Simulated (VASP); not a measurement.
# Ga3BiO4 (I-42m) in VASP: relaxation of cell and atoms with PBE

Aim: the relaxation of cell and atoms of Ga3BiO4 with PBE.

Program: VASP 6.6.1. These are calculated values, not measurements. Logs are shortened: lines on timing, memory, paths and dates and some standing lists are left out, and cuts for length are marked.

## 1. Starting point

It takes space group I-42m (No. 121, tetragonal). The conventional cell has a = 4.354 Å, b = 4.354 Å, c = 12.274 Å, α = 90.00°, β = 90.00°, γ = 90.00°. Ga (site symmetry -4) is surrounded by 4 O at 1.84 Å. Ga (site symmetry -42m) is surrounded by 4 O at 2.51 Å. Bi (site symmetry -42m) has 4 O at 2.64 Å as nearest neighbours. O (site symmetry m) has 2 Ga at 1.84 Å as nearest neighbours.

The cell was built by a generator and needn't be a form met in nature.

## 2. Relaxation of cell and atoms, PBE

The input, INCAR:

```
PREC     = Accurate       # precision mode
ENCUT    = 520            # plane-wave cutoff, eV
EDIFF    = 1E-6           # SCF threshold, eV
ISMEAR   = 0              # smearing method
SIGMA    = 0.1            # smearing width, eV
LREAL    = False          # projectors in reciprocal space
LASPH    = True           # aspherical terms in the spheres
NELM     = 120            # most SCF steps
ALGO     = Normal         # electronic algorithm
ISIF     = 3              # what is computed and relaxed
LWAVE    = False          # write WAVECAR
LCHARG   = False          # write CHGCAR
GGA      = PE             # functional
IBRION   = 2              # ionic algorithm
NSW      = 90             # ionic steps
EDIFFG   = -0.01          # ionic threshold
KPAR     = 4
```

The input, KPOINTS:

```
Automatic mesh
0
Gamma
  10 10 10
```

The input, POSCAR:

```
Ga3BiO4
1.0
   -2.1770000000      2.1770000000      6.1370000000
    2.1770000000     -2.1770000000      6.1370000000
    2.1770000000      2.1770000000     -6.1370000000
Ga Bi O
3 1 4
Direct
    0.2500000000      0.7500000000      0.5000000000
    0.7500000000      0.2500000000      0.5000000000
    0.0000000000      0.0000000000      0.0000000000
    0.5000000000      0.5000000000      0.0000000000
    0.0648104300      0.0648104300      0.4657785900
    0.4009681600      0.9351895700      0.0000000000
    0.5990318400      0.5990318400      0.5342214100
    0.9351895700      0.4009681600      0.0000000000
```

Potentials or basis: VASP PAW PBE potentials, release 64 (Ga_d, Bi_d, O).

Command:

```bash
> cat potpaw_PBE.64/Ga_d/POTCAR potpaw_PBE.64/Bi_d/POTCAR potpaw_PBE.64/O/POTCAR > POTCAR
> mpirun -np 4 vasp_std > vasp.out
```

OUTCAR:

```text
PREC = Accurate
   ENCUT = 520
   EDIFF = 1E-6
   ISMEAR = 0
   LREAL = False
   LASPH = True
   NELM = 120
   ISIF = 3
   GGA = PE
   IBRION = 2
   NSW = 90
   EDIFFG = -0.01

 ion  position               nearest neighbor table
   1  0.250  0.750  0.500-   7 1.84   6 1.84   5 1.84   8 1.84
   2  0.750  0.250  0.500-   7 1.84   5 1.84   8 1.84   6 1.84
   3  0.000  0.000  0.000-   4 3.08   4 3.08   4 3.08   4 3.08
   4  0.500  0.500  0.000-   7 2.64   6 2.64   8 2.64   5 2.64   3 3.08   3 3.08   3 3.08   3 3.08

   5  0.065  0.065  0.466-   1 1.84   2 1.84   4 2.64
   6  0.401  0.935  0.000-   2 1.84   1 1.84   4 2.64
   7  0.599  0.599  0.534-   1 1.84   2 1.84   4 2.64
   8  0.935  0.401  0.000-   1 1.84   2 1.84   4 2.64

  LATTYP: Found a body centered tetragonal cell.
 ALAT       =     4.3540000000
 C/A-ratio  =     2.8190169959

  Lattice vectors:

 A1 = (  -2.1770000000,   2.1770000000,   6.1370000000)
 A2 = (   2.1770000000,  -2.1770000000,   6.1370000000)
 A3 = (   2.1770000000,   2.1770000000,  -6.1370000000)

Analysis of symmetry for initial positions (statically):
=====================================================================
 Subroutine PRICEL returns:
 Original cell was already a primitive cell.

 Routine SETGRP: Setting up the symmetry group for a
 body centered tetragonal supercell.

 Subroutine GETGRP returns: Found  8 space group operations
 (whereof  8 operations were pure point group operations)
 out of a pool of 16 trial point group operations.

The static configuration has the point symmetry D_2d.

Analysis of symmetry for dynamics (positions and initial velocities):
=====================================================================
 Subroutine PRICEL returns:
 Original cell was already a primitive cell.

 Routine SETGRP: Setting up the symmetry group for a
 body centered tetragonal supercell.

 Subroutine GETGRP returns: Found  8 space group operations
 (whereof  8 operations were pure point group operations)
 out of a pool of 16 trial point group operations.

The dynamic configuration has the point symmetry D_2d.

 Subroutine INISYM returns: Found  8 space group operations
 (whereof  8 operations are pure point group operations),
 and found     1 'primitive' translations

----------------------------------------------------------------------------------------

                                     Primitive cell

  volume of cell :     116.3410

  direct lattice vectors                    reciprocal lattice vectors
    -2.177000000  2.177000000  6.137000000     0.000000000  0.229673863  0.081473032
     2.177000000 -2.177000000  6.137000000     0.229673863  0.000000000  0.081473032
     2.177000000  2.177000000 -6.137000000     0.229673863  0.229673863  0.000000000

  length of vectors
     6.865961477  6.865961477  6.865961477     0.243696406  0.243696406  0.324807892

  position of ions in fractional coordinates (direct lattice)
     0.250000000  0.750000000  0.500000000
     0.750000000  0.250000000  0.500000000
     0.000000000  0.000000000  0.000000000
     0.500000000  0.500000000  0.000000000
     0.064810430  0.064810430  0.465778590
     0.400968160  0.935189570  0.000000000
     0.599031840  0.599031840  0.534221410
     0.935189570  0.400968160  0.000000000

  ion indices of the primitive-cell ions
   primitive index   ion index
                 1           1
                 2           2
                 3           3
                 4           4
                 5           5
                 6           6
                 7           7
                 8           8

----------------------------------------------------------------------------------------

 KPOINTS: Automatic mesh

Automatic generation of k-mesh.
 Grid dimensions read from file:
 generate k-points for:   10   10   10

 Generating k-lattice:

  Cartesian coordinates                     Fractional coordinates (reciprocal lattice)
     0.000000000  0.022967386  0.008147303     0.100000000 -0.000000000  0.000000000
     0.022967386  0.000000000  0.008147303    -0.000000000  0.100000000  0.000000000
     0.022967386  0.022967386  0.000000000     0.000000000  0.000000000  0.100000000

  Length of vectors
     0.024369641  0.024369641  0.032480789

  Shift w.r.t. Gamma in fractional coordinates (k-lattice)
     0.000000000  0.000000000  0.000000000

 Subroutine IBZKPT returns following result:
 ===========================================

 Found    102 irreducible k-points:

 Following reciprocal coordinates:
            Coordinates               Weight
  0.000000  0.000000  0.000000      1.000000
  0.100000  0.000000 -0.000000      8.000000
  0.200000  0.000000 -0.000000      8.000000
  0.300000  0.000000 -0.000000      8.000000
  0.400000  0.000000 -0.000000      8.000000
  0.500000  0.000000 -0.000000      4.000000
[... 16 lines left out ...]
  0.300000  0.300000 -0.000000      8.000000
  0.400000  0.300000  0.000000     16.000000
 [... further k-points ...]
   k-points           NKPTS =    102   k-points in BZ     NKDIM =    102   number of bands    NBANDS=     46
   number of dos      NEDOS =    301   number of ions     NIONS =      8
   total plane-waves  NPLWV = 157464
   dimension x,y,z NGX =    54 NGY =   54 NGZ =   54
   dimension x,y,z NGXF=   108 NGYF=  108 NGZF=  108
   ions per type =               3   1   4
   NGX,Y,Z   is equivalent  to a cutoff of  13.08, 13.08, 13.08 a.u.
   NGXF,Y,Z  is equivalent  to a cutoff of  26.15, 26.15, 26.15 a.u.
 SYSTEM =  unknown system
   PREC   = accura    normal or accurate (medium, high low for compatibility)
   ISTART =      0    job   : 0-new  1-cont  2-samecut
   ICHARG =      2    charge: 1-file 2-atom 10-const
   ISPIN  =      1    spin polarized calculation?
   LNONCOLLINEAR =      F non collinear calculations
   LSORBIT =      F    spin-orbit coupling
   LASPH  =      T    aspherical Exc in radial PAW
   ENCUT  =  520.0 eV  38.22 Ry    6.18 a.u.  12.77 12.77 12.77*2*pi/ulx,y,z
   NELM   =    120;   NELMIN=  2; NELMDL= -5     # of ELM steps
   EDIFF  = 0.1E-05   stopping-criterion for ELM
   LREAL  =      F    real-space projection
   EDIFFG = -.1E-01   stopping-criterion for IOM
   NSW    =     90    number of steps for IOM
   IBRION =      2    ionic relax: 0-MD 1-quasi-New 2-CG
   NFREE  =      1    steps in history (QN), initial steepest desc. (CG)
   ISIF   =      3    stress and relaxation
   ISYM   =      2    0-nonsym 1-usesym 2-fastsym
   POTIM  = 0.5000    time-step for ionic-motion
   TEBEG  =    0.0;   TEEND  =   0.0 temperature during run
   PSTRESS=    0.0 pullay stress
   NELECT =      78.0000    total number of electrons
   NUPDOWN=      -1.0000    fix difference up-down
   EMIN   =  10.00;   EMAX   =-10.00  energy-range for DOS
   EFERMI =   0.00;   METHOD = LEGACY
   ISMEAR =     0;   SIGMA  =   0.10  broadening in eV -4-tet -1-fermi 0-gaus
   EFERMI_NEDOS =   21; number of points for ismear=-14 and -15
   IALGO  =     38    algorithm
   IMIX   =      4    mixing-type and parameters
     AMIX     =   0.40;   BMIX     =  1.00
     AMIX_MAG =   1.60;   BMIX_MAG =  1.00
  volume/ion in A,a.u.               =      14.54        98.14
  Fermi-wavevector in a.u.,A,eV,Ry     =   1.432832  2.707661 27.932876  2.053009
  Thomas-Fermi vector in A             =   2.552417
   LORBIT       =      0    0 simple, 1 ext, 2 COOP (PROOUT), +10 PAW based schemes
   GGA     = PE    functional components
   LHFCALC =     F    Hartree Fock is set to
   AEXX    =    0.0000 exact exchange contribution
   IVDW    =     0    specifies the selected vdW correction
   LEPSILON=     F    determine dielectric tensor
   LRPA    =     F    only Hartree local field effects (RPA)
 conjugate gradient relaxation of ions
 non-spin polarized calculation
 Gauss-broadening in eV      SIGMA  =   0.10
  energy-cutoff  :      520.00
  volume of cell :      116.34
 maximum number of plane-waves:      3158
 NGX is ok and might be reduce to    54
   NGX = 25   NGY = 25   NGZ = 25

--------------------------------------- Ionic step        1  -------------------------------------------

 number of electron      78.0000019 magnetization

 Free energy of the ion-electron system (eV)
  ---------------------------------------------------
  ext. energy  EPLUGINS =         0.00000000
  ---------------------------------------------------
  free energy    TOTEN  =       -42.05858219 eV

  energy without entropy =      -42.05343364  energy(sigma->0) =      -42.05600792

------------------------ aborting loop because EDIFF is reached ----------------------------------------

  FORCE on cell =-STRESS in cart. coord.  units (eV):
  Direction    XX          YY          ZZ          XY          YZ          ZX
  --------------------------------------------------------------------------------------
  -------------------------------------------------------------------------------------
  Total        3.0180601      3.0180601      6.0331173      0.0000000      0.0000000      0.0000000
  in kB       41.5628671     41.5628671     83.0843788      0.0000000      0.0000000      0.0000000
  external PRESSURE =      55.4033710 kB  Pullay stress =       0.0000000 kB
[... 107 lines left out ...]
  FREE ENERGIE OF THE ION-ELECTRON SYSTEM (eV)
  ---------------------------------------------------
  free  energy   TOTEN  =       -42.2229961895 eV

  energy  without entropy=      -42.2176167556  energy(sigma->0) =      -42.22030647

[... ionic steps 4 to 14 ...]

--------------------------------------- Ionic step       15  -------------------------------------------

 number of electron      78.0000015 magnetization

------------------------ aborting loop because EDIFF is reached ----------------------------------------
[... 79 lines left out ...]
--------------------------------------- Ionic step       17  -------------------------------------------

 number of electron      78.0000014 magnetization

 Free energy of the ion-electron system (eV)
  ---------------------------------------------------
  ext. energy  EPLUGINS =         0.00000000
  ---------------------------------------------------
  free energy    TOTEN  =       -42.38430396 eV

  energy without entropy =      -42.37918233  energy(sigma->0) =      -42.38174314

 E-fermi :   5.1989     XC(G=0): -10.5582

 val. band max:        5.1961427571   @ k =  -0.3000   0.5000   0.3000
 cond. band min:       5.2013277133   @ k =  -0.2000  -0.3000   0.2000
 fundamental gap:      0.0051849563
 Fermi energy:         5.1988678698

 k-point     1 :       0.0000    0.0000    0.0000
  band No.  band energies     occupation
      1     -18.0203      2.00000
      2     -17.9876      2.00000
      3     -17.9876      2.00000
      4     -17.9034      2.00000
      5     -17.8990      2.00000
      6     -14.3915      2.00000
[... 1165 lines left out ...]
     45      10.8955      0.00000
     46      12.0882      0.00000

 [... further k-points ...]
[... 5 lines left out ...]
  --------------------------------------------------------------------------------------
  -------------------------------------------------------------------------------------
  Total        0.0207511      0.0207511     -0.0326981      0.0000000      0.0000000      0.0000000
  in kB        0.2755476      0.2755476     -0.4341872      0.0000000      0.0000000      0.0000000
  external PRESSURE =       0.0389693 kB  Pullay stress =       0.0000000 kB
[... 23 lines left out ...]
  FREE ENERGIE OF THE ION-ELECTRON SYSTEM (eV)
  ---------------------------------------------------
  free  energy   TOTEN  =       -42.3843039554 eV

  energy  without entropy=      -42.3791823321  energy(sigma->0) =      -42.38174314

 reached required accuracy - stopping structural energy minimisation
```

Wall time 38 min (4 MPI ranks of Intel Xeon Platinum 8559C (Emerald Rapids), shared host); peak memory 0.77 GiB.

Results:

```yaml
Free_energy: -42.3843 eV
Relaxed_volume: 15.08 Å³/atom
Relaxed_cell: a = 7.093 Å, b = 7.093 Å, c = 7.093 Å, α = 144.34°, β = 144.34°, γ = 51.33°
Space_group_after_relaxing_to_0.05_Å: I-42m (No. 121)
Energy_gained_by_relaxing: 40.7 meV/atom
Ionic_steps: 17
Pressure_after_relaxing: 0.0 GPa
Largest_force_after_relaxing: 0.009 eV/Å
Band_gap_on_the_k_mesh: none (metal or under the smearing width)
```

Forces on the atoms (eV/Å):
```
Ga   0.000  0.000  0.000
Ga   0.000  0.000  0.000
Ga   0.000  0.000  0.000
Bi   0.000  0.000  0.000
O    0.004  0.004  0.006
O   -0.004  0.004 -0.006
O   -0.004 -0.004  0.006
O    0.004 -0.004 -0.006
```

Step by step:
```
step  energy change (eV)  largest force (eV/Å)  pressure (GPa)  volume (Å³)
   1              0.0000                0.9118            5.54       116.34
   2             -0.1325                0.5649           -3.95       125.00
   3             -0.1644                0.4939           -1.38       122.25
   4             -0.2329                0.4023           -1.06       121.56
   5             -0.2944                0.2454           -0.28       119.78
   6             -0.2959                0.2506           -0.38       120.04
   7             -0.3123                0.1131            1.06       119.08
   8             -0.3126                0.1132            1.28       118.95
   9             -0.3235                0.0576            0.41       120.13
  10             -0.3250                0.0290           -0.04       120.77
  11             -0.3250                0.0304           -0.01       120.73
  12             -0.3254                0.0230           -0.03       120.75
  13             -0.3256                0.0148           -0.07       120.76
  14             -0.3255                0.0037           -0.14       120.80
  15             -0.3257                0.0101           -0.09       120.77
  16             -0.3257                0.0103            0.08       120.59
  17             -0.3257                0.0086            0.00       120.66
```

Final structure:
```
CELL_PARAMETERS angstrom
-2.17213 2.17213 6.39331
2.17213 -2.17213 6.39331
2.17213 2.17213 -6.39331
ATOMIC_POSITIONS crystal
Ga 0.25000 0.75000 0.50000
Ga 0.75000 0.25000 0.50000
Ga 0.00000 0.00000 0.00000
Bi 0.50000 0.50000 0.00000
O 0.09067 0.09067 0.51250
O 0.42183 0.90933 0.00000
O 0.57817 0.57817 0.48750
O 0.90933 0.42183 0.00000
```

Caveat: spin-orbit coupling is left out, which moves the levels of the heavy elements.
